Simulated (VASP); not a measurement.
## SnSe2: what moves the LDA gap besides the functional

How far does the LDA gap of SnSe2 depend on cutoff, mesh and cell? The starting structure is a measured crystal structure from the Crystallography Open Database. Cell and atoms stay as given unless a step says otherwise.

Main program and level: VASP 6.6.1; Kohn-Sham DFT with plane waves and PAW; LDA.

### Step 1. The starting structure

Symmetry: P-3m1, No. 164, trigonal system. Conventional cell: a = 3.811 Å, b = 3.811 Å, c = 6.141 Å, α = 90.00°, β = 90.00°, γ = 120.00°. Sn has 6 Se at 2.68 Å nearest. Nearest to Se lie 3 Sn at 2.68 Å. Farther neighbours and most contacts between anions are not listed.

Structure file:

```cif
data_structure
_symmetry_space_group_name_H-M 'P-3m1'
_symmetry_Int_Tables_number 164
_cell_length_a 3.8108
_cell_length_b 3.8108
_cell_length_c 6.1410
_cell_angle_alpha 90.000
_cell_angle_beta 90.000
_cell_angle_gamma 120.000
_cell_volume 77.23
loop_
_atom_site_label
_atom_site_type_symbol
_atom_site_symmetry_multiplicity
_atom_site_Wyckoff_symbol
_atom_site_fract_x
_atom_site_fract_y
_atom_site_fract_z
_atom_site_occupancy
Sn1 Sn 1 a 0.00000 0.00000 0.00000 1
Se1 Se 2 d 0.66667 0.33333 0.75080 1
```

### Step 2. Reference bands

INCAR

```
SYSTEM = SnSe2
PREC = Accurate
ENCUT = 350
EDIFF = 1E-06
NELM = 100
ISMEAR = 0
SIGMA = 0.03
LREAL = .FALSE.
ALGO = Normal
GGA = CA
NBANDS = 26
LORBIT = 11
LWAVE = .FALSE.
LCHARG = .FALSE.
KPAR = 4
```

POSCAR

```
SnSe2
1.0
    3.8108000000      0.0000000000      0.0000000000
   -1.9054000000      3.3002496087      0.0000000000
    0.0000000000      0.0000000000      6.1410000000
Sn Se
1 2
Direct
    0.0000000000      0.0000000000      0.0000000000
    0.6666666667      0.3333333333      0.7508000000
    0.3333333333      0.6666666667      0.2492000000
```

KPOINTS

```
Automatic mesh
0
Gamma
6 6 4
0 0 0
```

KPOINTS_OPT

```
Line mode
10
Line-mode
Reciprocal
  0.00000000   0.00000000   0.00000000 GAMMA
  0.50000000   0.00000000   0.00000000 M

  0.50000000   0.00000000   0.00000000 M
  0.33333333   0.33333333   0.00000000 K

  0.33333333   0.33333333   0.00000000 K
  0.00000000   0.00000000   0.00000000 GAMMA

  0.00000000   0.00000000   0.00000000 GAMMA
  0.00000000   0.00000000   0.50000000 A

  0.00000000   0.00000000   0.50000000 A
  0.50000000   0.00000000   0.50000000 L

  0.50000000   0.00000000   0.50000000 L
  0.33333333   0.33333333   0.50000000 H

  0.33333333   0.33333333   0.50000000 H
  0.00000000   0.00000000   0.50000000 A

  0.50000000   0.00000000   0.50000000 L
  0.50000000   0.00000000   0.00000000 M

  0.33333333   0.33333333   0.00000000 K
  0.33333333   0.33333333   0.50000000 H
```

Potentials, in the order of the species: Sn_d and Se (LDA family, release 64).

Started as:

```console
$ mpirun -np 4 vasp_std
```

What it wrote:

```text
[banner, memory and clock lines left out]
running    4 mpi-ranks, on    1 nodes
 distrk:  each k-point on    1 cores,    4 groups
 distr:  one band on    1 cores,    1 groups

 POSCAR found type information on POSCAR SnSe
 POSCAR found :  2 types and       3 ions
 LDA part: xc-table for (Slater(with rela. corr.)+CA(PZ))
 , standard interpolation
 POSCAR, INCAR and KPOINTS ok, starting setup
 FFT: planning ... GRIDC
 FFT: planning ... GRID_SOFT
 FFT: planning ... GRID
 WAVECAR not read
 entering main loop
       N       E                     dE             d eps       ncg     rms          rms(c)
DAV:   1     0.180874564140E+03    0.18087E+03   -0.92186E+03  1342   0.889E+02
DAV:   2     0.807151909368E+01   -0.17280E+03   -0.16178E+03  1360   0.287E+02
DAV:   3    -0.133861393708E+02   -0.21458E+02   -0.21195E+02  1550   0.863E+01
DAV:   4    -0.140452946992E+02   -0.65916E+00   -0.65855E+00  1470   0.165E+01
DAV:   5    -0.140602163421E+02   -0.14922E-01   -0.14920E-01  1674   0.248E+00    0.537E+00
DAV:   6    -0.137839874698E+02    0.27623E+00   -0.39252E-01  1854   0.564E+00    0.339E+00
DAV:   7    -0.137480703971E+02    0.35917E-01   -0.12762E-01  1562   0.183E+00    0.959E-01
DAV:   8    -0.137446244469E+02    0.34460E-02   -0.10385E-02  1680   0.831E-01    0.267E-01
DAV:   9    -0.137443996364E+02    0.22481E-03   -0.10684E-03  1490   0.194E-01    0.843E-02
DAV:  10    -0.137443964827E+02    0.31537E-05   -0.80851E-05  1500   0.463E-02    0.287E-02
DAV:  11    -0.137443991015E+02   -0.26188E-05   -0.65680E-06  1460   0.131E-02    0.426E-03
DAV:  12    -0.137443987803E+02    0.32117E-06   -0.73277E-07   870   0.472E-03
   1 F= -.13744399E+02 E0= -.13744399E+02  d E =-.105491E-30
 Start KPOINTS_OPT (optional k-point list driver)
k-point batch [1-24\90]
       N       E                     dE             ncg
DAV:   1    -0.288916805797E+02   -0.12972E+05     1322
DAV:   2    -0.404382411955E+04   -0.40149E+04     1356
DAV:   3    -0.453999155985E+04   -0.49617E+03     1516
DAV:   4    -0.455520756404E+04   -0.15216E+02     1506
DAV:   5    -0.455554029267E+04   -0.33273E+00     1726
DAV:   6    -0.455554879602E+04   -0.85033E-02     1502
DAV:   7    -0.455554920934E+04   -0.41333E-03     1902
DAV:   8    -0.455554921214E+04   -0.27950E-05     1218
DAV:   9    -0.455554921230E+04   -0.15794E-06     1096
[...]
k-point batch [73-90\90]
       N       E                     dE             ncg
DAV:   1     0.252628545044E+04   -0.13320E+05     1028
DAV:   2    -0.504542320609E+03   -0.30308E+04     1066
DAV:   3    -0.880028248759E+03   -0.37549E+03     1146
DAV:   4    -0.891485263660E+03   -0.11457E+02     1108
DAV:   5    -0.891747725357E+03   -0.26246E+00     1260
DAV:   6    -0.891755019824E+03   -0.72945E-02     1194
DAV:   7    -0.891755254796E+03   -0.23497E-03     1332
DAV:   8    -0.891755258144E+03   -0.33486E-05      916
DAV:   9    -0.891755258290E+03   -0.14617E-06      794
```

The job ended after 25 s (4 MPI ranks of Intel Xeon Platinum 8375C at 2.90GHz (Ice Lake), shared host; peak memory 0.63 GiB).

Lines that name or quote the potential files are left out of all logs, and their timing lines are given in words.

From OUTCAR (step 2):

```text
ion  position               nearest neighbor table
   1  0.000  0.000  0.000-   2 2.68   3 2.68   3 2.68   2 2.68   2 2.68   3 2.68
   2  0.667  0.333  0.751-   1 2.68   1 2.68   1 2.68
   3  0.333  0.667  0.249-   1 2.68   1 2.68   1 2.68

  LATTYP: Found a hexagonal cell.
 ALAT       =     3.8108000000
 C/A-ratio  =     1.6114726567

 Subroutine GETGRP returns: Found 12 space group operations
 (whereof 12 operations were pure point group operations)

The static configuration has the point symmetry D_3d.

 Found     24 irreducible k-points:

   k-points           NKPTS =     24   k-points in BZ     NKDIM =     24   number of bands    NBANDS=     26

   dimension x,y,z NGX =    24 NGY =   24 NGZ =   40
   dimension x,y,z NGXF=    48 NGYF=   48 NGZF=   80

   ENCUT  =  350.0 eV  25.72 Ry    5.07 a.u.   5.81  5.81  9.37*2*pi/ulx,y,z

   NELECT =      26.0000    total number of electrons

 k-points in reciprocal lattice and weights: Automatic mesh
   0.00000000  0.00000000  0.00000000       0.007
   0.16666667  0.00000000  0.00000000       0.042
   0.33333333 -0.00000000  0.00000000       0.042
   0.50000000 -0.00000000  0.00000000       0.021
   0.16666667  0.16666667  0.00000000       0.042
   0.33333333  0.16666667  0.00000000       0.083
   0.33333333  0.33333333  0.00000000       0.014
   0.00000000  0.00000000  0.25000000       0.014
   0.16666667  0.00000000  0.25000000       0.042
[...]
0.33333333  0.16666667  0.50000000       0.083
   0.33333333  0.33333333  0.50000000       0.014

 average (electrostatic) potential at core
       1-102.3952       2 -59.5289       3 -59.5289

 E-fermi :   4.3206

 k-point     1 :       0.0000    0.0000    0.0000
  band No.  band energies     occupation
    ...
      9       3.3879      2.00000
     10       3.3879      2.00000
     11       3.7150      2.00000
     12       3.7150      2.00000
     13       4.0838      2.00000
     14       4.9857      0.00000
     15       6.8893      0.00000
     16       8.6247      0.00000
     17       8.6247      0.00000
     18      12.1197      0.00000
    ...

 k-point     2 :       0.1667    0.0000    0.0000
  band No.  band energies     occupation
    ...
      9       1.3546      2.00000
     10       2.5035      2.00000
     11       2.5629      2.00000
     12       3.9922      2.00000
     13       4.0547      2.00000
     14       6.2993      0.00000
     15       7.6241      0.00000
     16       8.7930      0.00000
     17       9.1070      0.00000
     18      11.2441      0.00000
    ...

 k-point     3 :       0.3333   -0.0000    0.0000
  band No.  band energies     occupation
    ...
      9      -0.0284      2.00000
     10       1.1904      2.00000
     11       1.7170      2.00000
     12       3.5228      2.00000
     13       3.8914      2.00000
     14       5.5120      0.00000
     15       7.9180      0.00000
     16       9.4954      0.00000
     17       9.7709      0.00000
     18      10.6830      0.00000
    ...

  Total        0.1356940      0.1356940      0.8232211      0.0000000      0.0000000      0.0000000
  in kB        2.8149411      2.8149411     17.0775293      0.0000000      0.0000000      0.0000000
  external PRESSURE =       7.5691372 kB  Pullay stress =       0.0000000 kB

  energy-cutoff  :      350.00
  volume of cell :       77.23
      direct lattice vectors                 reciprocal lattice vectors
     3.810800000  0.000000000  0.000000000     0.262412092  0.151503692  0.000000000
    -1.905400000  3.300249609  0.000000000     0.000000000  0.303007384  0.000000000
     0.000000000  0.000000000  6.141000000     0.000000000  0.000000000  0.162839928

 POSITION                                       TOTAL-FORCE (eV/Angst)
 -----------------------------------------------------------------------------------
      0.00000      0.00000      0.00000        -0.000000      0.000000      0.000000
      1.90540      1.10008      4.61066        -0.000000      0.000000     -0.473806
     -0.00000      2.20017      1.53034         0.000000      0.000000      0.473806
 -----------------------------------------------------------------------------------
    total drift:                                0.000000      0.000000     -0.000000

  FREE ENERGIE OF THE ION-ELECTRON SYSTEM (eV)
  ---------------------------------------------------
  free  energy   TOTEN  =       -13.7443987803 eV

  energy  without entropy=      -13.7443987803  energy(sigma->0) =      -13.74439878

 total charge
# of ion       s       p       d       tot
------------------------------------------
    1        1.071   1.081  10.111  12.263
    2        1.488   2.319   0.029   3.836
    3        1.488   2.319   0.029   3.836
--------------------------------------------------
tot          4.048   5.718  10.170  19.936

[... 3 further parts left out ...]
```

Spin-orbit coupling is off here; with elements this heavy it can split and shift levels by tenths of an eV.

The reference gap is 0.590 eV.

### Step 3. Bands with cell and atoms relaxed by LDA

Against step 2 the input has another starting structure. The cell comes from a relaxation at this level, not shown (73.88 Å³).

INCAR is that of step 2.

POSCAR

```
SnSe2
1.0
    3.8074478391      0.0000000000      0.0000000000
   -1.9037239196      3.2973465522      0.0000000000
    0.0000000000      0.0000000000      5.8846568544
Sn Se
1 2
Direct
    0.0000000000      0.0000000000      0.0000000000
    0.6666666667      0.3333333333      0.7323239856
    0.3333333333      0.6666666667      0.2676760144
```

KPOINTS is that of step 2.

KPOINTS_OPT is that of step 2.

Started as:

```console
$ mpirun -np 4 vasp_std
```

What it wrote:

```text
[... set-up lines as in an earlier step ...]
 entering main loop
       N       E                     dE             d eps       ncg     rms          rms(c)
DAV:   1     0.171410993270E+03    0.17141E+03   -0.90824E+03  1294   0.872E+02
DAV:   2     0.601033192528E+01   -0.16540E+03   -0.15568E+03  1340   0.268E+02
DAV:   3    -0.134915466325E+02   -0.19502E+02   -0.19209E+02  1528   0.842E+01
DAV:   4    -0.140563300303E+02   -0.56478E+00   -0.56402E+00  1494   0.152E+01
[...]
DAV:  10    -0.137790812002E+02    0.36032E-05   -0.83448E-05  1520   0.456E-02    0.259E-02
DAV:  11    -0.137790828754E+02   -0.16751E-05   -0.61159E-06  1458   0.153E-02    0.362E-03
DAV:  12    -0.137790827563E+02    0.11907E-06   -0.54791E-07   806   0.438E-03
   1 F= -.13779083E+02 E0= -.13779083E+02  d E =-.120922E-14
 Start KPOINTS_OPT (optional k-point list driver)
k-point batch [1-24\90]
       N       E                     dE             ncg
DAV:   1     0.218668447261E+03   -0.13453E+05     1320
DAV:   2    -0.374907201103E+04   -0.39677E+04     1384
DAV:   3    -0.422961018173E+04   -0.48054E+03     1562
DAV:   4    -0.424390398942E+04   -0.14294E+02     1490
DAV:   5    -0.424424458343E+04   -0.34059E+00     1738
DAV:   6    -0.424425413750E+04   -0.95541E-02     1576
DAV:   7    -0.424425451455E+04   -0.37705E-03     1868
DAV:   8    -0.424425451820E+04   -0.36508E-05     1198
DAV:   9    -0.424425451849E+04   -0.29032E-06     1196
[...]
k-point batch [73-90\90]
       N       E                     dE             ncg
DAV:   1     0.270028012967E+04   -0.13379E+05     1018
DAV:   2    -0.212536803291E+03   -0.29128E+04     1034
DAV:   3    -0.563592005103E+03   -0.35106E+03     1172
DAV:   4    -0.573561508076E+03   -0.99695E+01     1086
DAV:   5    -0.573788644111E+03   -0.22714E+00     1318
DAV:   6    -0.573794106051E+03   -0.54619E-02     1176
DAV:   7    -0.573794405034E+03   -0.29898E-03     1406
DAV:   8    -0.573794408044E+03   -0.30096E-05      918
DAV:   9    -0.573794408117E+03   -0.73239E-07      782
```

The job ended after 24 s (4 MPI ranks; peak memory 0.61 GiB).

OUTCAR, selected parts (step 3):

```text
  Total       -0.0705625     -0.0705625     -0.0609673      0.0000000     -0.0000000      0.0000000
  in kB       -1.5302579     -1.5302579     -1.3221708      0.0000000     -0.0000000      0.0000000
  external PRESSURE =      -1.4608955 kB  Pullay stress =       0.0000000 kB

 POSITION                                       TOTAL-FORCE (eV/Angst)
 -----------------------------------------------------------------------------------
      0.00000      0.00000      0.00000        -0.000000      0.000000     -0.000000
      1.90372      1.09912      4.30948         0.000000      0.000000     -0.005444
     -0.00000      2.19823      1.57518         0.000000     -0.000000      0.005444
 -----------------------------------------------------------------------------------
    total drift:                               -0.000000     -0.000000      0.000000

  FREE ENERGIE OF THE ION-ELECTRON SYSTEM (eV)
  ---------------------------------------------------
  free  energy   TOTEN  =       -13.7790827563 eV

  energy  without entropy=      -13.7790827563  energy(sigma->0) =      -13.77908276

[... 1 part as in an earlier step ...]

[... 2 further parts left out ...]
[key lines of the parts left out:]
E-fermi :   4.9323
```

With cell and atoms relaxed by LDA the gap is 0.266 eV, -0.325 eV from the reference.

### Step 4. Bands with no band path

Against step 2 the input has no band path (also changed: NBANDS).

Edit INCAR of step 3 so:

```diff
@@ -10,3 +10,3 @@
 GGA = CA
-NBANDS = 26
+NBANDS = 19
 LORBIT = 11
```

POSCAR

```
SnSe2
1.0
    3.8108000000      0.0000000000      0.0000000000
   -1.9054000000      3.3002496087      0.0000000000
    0.0000000000      0.0000000000      6.1410000000
Sn Se
1 2
Direct
    0.0000000000      0.0000000000      0.0000000000
    0.6666666667      0.3333333333      0.7508000000
    0.3333333333      0.6666666667      0.2492000000
```

KPOINTS is that of step 3.

Started as:

```console
$ mpirun -np 4 vasp_std
```

What it wrote:

```text
[... set-up lines as in an earlier step ...]
 entering main loop
       N       E                     dE             d eps       ncg     rms          rms(c)
DAV:   1     0.172542002481E+03    0.17254E+03   -0.98320E+03   912   0.121E+03
DAV:   2     0.463518782133E+01   -0.16791E+03   -0.16157E+03   975   0.307E+02
DAV:   3    -0.135155414818E+02   -0.18151E+02   -0.17858E+02  1127   0.105E+02
DAV:   4    -0.140466246088E+02   -0.53108E+00   -0.53032E+00  1078   0.194E+01
[...]
DAV:  10    -0.137443966607E+02    0.10217E-05   -0.88309E-05  1121   0.653E-02    0.302E-02
DAV:  11    -0.137443991068E+02   -0.24460E-05   -0.99138E-06  1006   0.192E-02    0.430E-03
DAV:  12    -0.137443987620E+02    0.34473E-06   -0.92271E-07   607   0.664E-03
   1 F= -.13744399E+02 E0= -.13744399E+02  d E =-.484874E-24
```

Elapsed: 7.6 s, on 4 MPI ranks; peak memory 0.56 GiB.

OUTCAR, selected parts (step 4):

```text
  Total        0.1357902      0.1357902      0.8240061     -0.0000000      0.0000000      0.0000000
  in kB        2.8169367      2.8169367     17.0938143     -0.0000000      0.0000000      0.0000000
  external PRESSURE =       7.5758959 kB  Pullay stress =       0.0000000 kB

 POSITION                                       TOTAL-FORCE (eV/Angst)
 -----------------------------------------------------------------------------------
      0.00000      0.00000      0.00000        -0.000000      0.000000      0.000000
      1.90540      1.10008      4.61066         0.000000     -0.000000     -0.473554
     -0.00000      2.20017      1.53034        -0.000000      0.000000      0.473554
 -----------------------------------------------------------------------------------
    total drift:                                0.000000      0.000000     -0.000000

  FREE ENERGIE OF THE ION-ELECTRON SYSTEM (eV)
  ---------------------------------------------------
  free  energy   TOTEN  =       -13.7443987620 eV

  energy  without entropy=      -13.7443987620  energy(sigma->0) =      -13.74439876

[... 1 part as in an earlier step ...]

[... 2 further parts left out ...]
[key lines of the parts left out:]
E-fermi :   4.2893
```

With no band path the gap is 0.697 eV, +0.106 eV from the reference, read on the mesh alone.

### Step 5. Bands with a cutoff of 390 eV

Against step 2 the input has ENCUT = 390.

Edit INCAR of step 4 so:

```diff
@@ -2,3 +2,3 @@
 PREC = Accurate
-ENCUT = 350
+ENCUT = 390
 EDIFF = 1E-06
@@ -10,3 +10,3 @@
 GGA = CA
-NBANDS = 19
+NBANDS = 26
 LORBIT = 11
```

POSCAR is that of step 4.

KPOINTS is that of step 4.

KPOINTS_OPT is that of step 3.

Started as:

```console
$ mpirun -np 4 vasp_std
```

What it wrote:

```text
[... set-up lines as in an earlier step ...]
 entering main loop
       N       E                     dE             d eps       ncg     rms          rms(c)
DAV:   1     0.187812430189E+03    0.18781E+03   -0.97038E+03  1306   0.938E+02
DAV:   2     0.934728481709E+01   -0.17847E+03   -0.16758E+03  1346   0.300E+02
DAV:   3    -0.133298886761E+02   -0.22677E+02   -0.22388E+02  1518   0.903E+01
DAV:   4    -0.140446705945E+02   -0.71478E+00   -0.71401E+00  1472   0.173E+01
[...]
DAV:  10    -0.137458890247E+02    0.35934E-05   -0.82055E-05  1488   0.472E-02    0.289E-02
DAV:  11    -0.137458917154E+02   -0.26907E-05   -0.68808E-06  1480   0.134E-02    0.427E-03
DAV:  12    -0.137458913734E+02    0.34199E-06   -0.76318E-07   884   0.478E-03
   1 F= -.13745891E+02 E0= -.13745891E+02  d E =-.749485E-31
 Start KPOINTS_OPT (optional k-point list driver)
k-point batch [1-24\90]
       N       E                     dE             ncg
DAV:   1     0.212898438920E+03   -0.13991E+05     1338
DAV:   2    -0.400669938768E+04   -0.42196E+04     1314
DAV:   3    -0.453942935079E+04   -0.53273E+03     1508
DAV:   4    -0.455678210116E+04   -0.17353E+02     1500
DAV:   5    -0.455718288838E+04   -0.40079E+00     1720
DAV:   6    -0.455719496523E+04   -0.12077E-01     1564
DAV:   7    -0.455719571672E+04   -0.75148E-03     1870
DAV:   8    -0.455719572408E+04   -0.73638E-05     1350
DAV:   9    -0.455719572453E+04   -0.45494E-06     1108
[...]
k-point batch [73-90\90]
       N       E                     dE             ncg
DAV:   1     0.261220449407E+04   -0.14029E+05      978
DAV:   2    -0.583683631951E+03   -0.31959E+04     1016
DAV:   3    -0.988678383210E+03   -0.40499E+03     1146
DAV:   4    -0.100179485090E+04   -0.13116E+02     1152
DAV:   5    -0.100211949128E+04   -0.32464E+00     1352
DAV:   6    -0.100212411846E+04   -0.46272E-02     1134
DAV:   7    -0.100212442566E+04   -0.30721E-03     1450
DAV:   8    -0.100212442767E+04   -0.20110E-05      876
DAV:   9    -0.100212442781E+04   -0.13414E-06      842
```

It took 40 s on 4 MPI ranks; peak memory 0.72 GiB.

(Continued in part 2 of 2.)

[Lines on the potential files, build, host, timing and source positions are cut from VASP's logs without a mark.]

[Logs are printed without paths, hosts, clocks, repeated set-up lines and the standing remarks that a program may print on its own settings, such as how far it seeks lower states.]

[Hosts, paths, dates, database ids (printed as entryN), source tags and the programs' standing remarks are cut or masked in the printed files.]
